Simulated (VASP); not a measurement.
The system is CO2.

```
C O
1.0
    -1.77590    1.77590    2.95920
     1.77590   -1.77590    2.95920
     1.77590    1.77590   -2.95920
C O
2 4
Direct
  0.00000 0.00000 0.00000
  0.75000 0.25000 0.50000
  0.37500 0.33900 0.46400
  0.66100 0.12500 0.03600
  0.87500 0.91100 0.53600
  0.08900 0.62500 0.96400
```

| Property | Result |
| --- | --- |
| Program | VASP 6.6.1 |
| Task | relaxation of cell and atoms |
| Functional | LDA |
| Potentials or basis | VASP PAW LDA potentials, release 64 (C, O) |
| Cutoff | 600 eV |
| k mesh | 8 × 8 × 8 |
| Occupations | gaussian, width 0.1 eV |
| Spin | no spin polarisation |

At the start: pressure 21.7 GPa; volume 6.22 Å³/atom.

Problem. Where does the relaxation end?

Solution. Over 11 steps the energy falls by 140.5 meV/atom and the volume is 7.42 Å³/atom (+19.2 %); space group I-42d (No. 122, to 0.05 Å).

Step by step:
```csv
step,energy change (eV),largest force (eV/Å),pressure (GPa),volume (Å³)
1,0.0000,1.6716,21.75,37.33
2,-0.6515,0.7365,-1.29,42.08
3,-0.6705,0.6032,-4.77,43.10
4,-0.7127,0.6153,9.64,42.45
5,-0.7272,0.2021,4.56,42.66
6,-0.8042,0.1223,2.72,43.44
7,-0.8369,0.0241,-0.57,44.82
8,-0.8430,0.0520,0.36,44.44
9,-0.8429,0.0501,0.29,44.48
10,-0.8428,0.0561,-0.94,44.54
11,-0.8431,0.0049,-0.21,44.50
```

Final structure:
```
C O
1.0
    -1.94155    1.94155    2.95154
     1.94155   -1.94155    2.95154
     1.94155    1.94155   -2.95154
C O
2 4
Direct
  0.00000 0.00000 0.00000
  0.75000 0.25000 0.50000
  0.37500 0.29391 0.41891
  0.70609 0.12500 0.08109
  0.87500 0.95609 0.58109
  0.04391 0.62500 0.91891
```

Caveat: the volume moved by over 15 % at a fixed basis, so the end points are rough; the volume moved by +19 % from the deposited cell, more than functionals usually miss; the relaxation stopped at a loose force limit of 0.05 eV/Å, so its end isn't a converged minimum.
